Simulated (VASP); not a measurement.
Given:

```xyz
6
Lattice="3.1485 0.0000 0.0000 -1.5742 2.7267 0.0000 0.0000 0.0000 12.0774" Properties=species:S:1:pos:R:3 pbc="T T T"
Mo     1.5742     0.9089     9.0580
Mo     0.0000     1.8178     3.0193
S      1.5742     0.9089     4.5846
S      0.0000     1.8178    10.6233
S      0.0000     1.8178     7.4928
S      1.5742     0.9089     1.4541
```

These are PBE GGA with D3 dispersion (Becke-Johnson damping), VASP's PBE PAW potentials (set 64) (plane waves; VASP) values and carry that method's errors. Numerical set-up: 480 eV cut-off, 9×9×2 Γ-centred mesh, Gaussian smearing of 0.050 eV, potentials Mo_sv S.

### Question
What does the run give for the energy per atom (σ→0)?

### Answer

- energy per atom (σ→0): -742.4 kJ/mol of atoms

The absolute energy has meaning only against runs of the same code, potentials and settings.

The compound is MoS2 in the 2H layered structure. It was relaxed first. The start is the result of an earlier pass.
